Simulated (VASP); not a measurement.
A VASP calculation is set up with these files.

INCAR:
```
GGA  =  PE   ! PBE
LREAL  =  .FALSE.   ! projection in real space or not
PREC  =  Accurate
ALGO  =  Normal
SIGMA  =  0.05   ! width (eV)
ENCUT  =  500
LASPH  =  .TRUE.   ! aspherical one-centre terms
SYSTEM  =  Cs2O2
LWAVE  =  .FALSE.
ISMEAR  =  0   ! Gaussian
LCHARG  =  .TRUE.
LMAXMIX  =  4
EDIFF  =  1E-6   ! SCF stop (eV)
NELM  =  100   ! most electronic steps
```

**KPOINTS**
```
Automatic mesh
0
Gamma
6 6 6
0 0 0
```

File POSCAR:
```
Cs2O2
1
   -2.1970455086     3.2867971649     3.8117465423
    2.1970455086    -3.2867971649     3.8117465423
    2.1970455086     3.2867971649    -3.8117465423
Cs O
2 2
Direct
  0.2556175439   0.2556175439   0.0000000000
  0.7443824561   0.7443824561   0.0000000000
  0.6154515971   0.0000000000   0.6154515971
  0.3845484029   0.0000000000   0.3845484029
```

POTCAR, in this order: Cs_sv O (PBE.64 set). Program: vasp_std.

Q: Write an equivalent input for Quantum ESPRESSO's pw.x.

A: One equivalent input (not run):
```
&CONTROL
  calculation = 'scf'
  pseudo_dir = './pseudo'
  outdir = './out'
  tprnfor = .true.
  tstress = .true.
/
&SYSTEM
  ibrav = 0
  nat = 4
  ntyp = 2
  ecutwfc = 84
  occupations = 'smearing'
  smearing = 'gaussian'
  degauss = 0.003675
  input_dft = 'pbe'
/
&ELECTRONS
  conv_thr = 7.3e-08
  electron_maxstep = 100
/
ATOMIC_SPECIES
  Cs 132.905 Cs.upf
  O 15.999 O.upf
CELL_PARAMETERS angstrom
    -2.1970455    3.2867972    3.8117465
     2.1970455   -3.2867972    3.8117465
     2.1970455    3.2867972   -3.8117465
ATOMIC_POSITIONS crystal
  Cs   0.2556175  0.2556175  0.0000000
  Cs   0.7443825  0.7443825  0.0000000
  O    0.6154516  0.0000000  0.6154516
  O    0.3845484  0.0000000  0.3845484
K_POINTS automatic
  6 6 6 0 0 0
```
What does not carry over: the potentials are each code's own (VASP's PAW set, PseudoDojo norm-conserving files in pw.x), so ENCUT and ecutwfc are chosen apart and not converted; conv_thr bounds pw.x's estimated SCF error, while EDIFF bounds the energy change between steps.

The structure comes from a computed database's Cs2O2 entry (Immm); how it stands against other phases isn't given here. It was relaxed first.
